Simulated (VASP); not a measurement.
VASP runs on BiN (space group P6_3/mmc) share one base input (PBE GGA, plane waves, VASP's PBE PAW potentials (set 64)) and change the settings named in each case.

### KPOINTS
```
K-points
0
gamma
  8 8 5
```

**POSCAR**
```
BiN
1
    3.6988090000     0.0000000000     0.0000000000
   -1.8494040000     3.2032620000     0.0000000000
    0.0000000000     0.0000000000     5.1552340000
Bi N
2 2
Direct
  0.0000000000   0.0000000000   0.0000000000
  0.0000000000   0.0000000000   0.5000000000
  0.3333330000   0.6666670000   0.2500000000
  0.6666670000   0.3333330000   0.7500000000
```

**INCAR**
```
ENCUT=400   # plane-wave cut-off (eV)
PREC=Accurate
SYSTEM=BiN
GGA=PE
EDIFF=1E-6
NELM=100   # most electronic steps
LWAVE=.False.
LASPH=.True.
LMAXMIX=4
ISIF=2   # forces and stress, cell fixed
LREAL=.False.
ALGO=Normal
LCHARG=.False.
SIGMA=0.05
ISMEAR=0   # Gaussian
```

POTCAR, in this order: Bi_d N (PBE.64 set). Program: vasp_std.

```
change                                                                                                                                      E(σ→0) (eV/atom)  pressure (GPa)  −TS (eV)
------------------------------------------------------------------------------------------------------------------------------------------  ----------------  --------------  --------
base run                                                                                                                                             -4.4492           30.45   -0.0008
GGA = PS                                                                                                                                             -4.9696             [?]       [?]
GGA_COMPAT = .FALSE., LNONCOLLINEAR = .TRUE., LSORBIT = .TRUE., MAGMOM = 0.0 0.0 0.0 0.0 0.0 0.0 0.0 0.0 0.0 0.0 0.0 0.0, program vasp_ncl           -4.7476           31.00   -0.0011
KPOINTS 2×2×1 Γ-centred mesh                                                                                                                         -4.5566           34.25    0.0000
```

What belongs in the gaps?

- GGA = PS, pressure (GPa): 24.68
- GGA = PS, −TS (eV): -0.0010

Energies of different potentials or functionals have different zeros.  Unless said otherwise, spin-orbit coupling is left out, though it shifts the bands of the heavy elements here. At 400 eV the pressure can carry a Pulay error.

Left out are runs that ran out of time, are held back, or changed the cell or the kind of run, fixed moments of cells without a moment, rows past the twelfth, gaps on odd meshes, pressures of charged cells and columns that move by less than the noise.

The structure was generated: BiN was put into an ordered model structure, which need not be its known phase. The cell was not relaxed at this level.
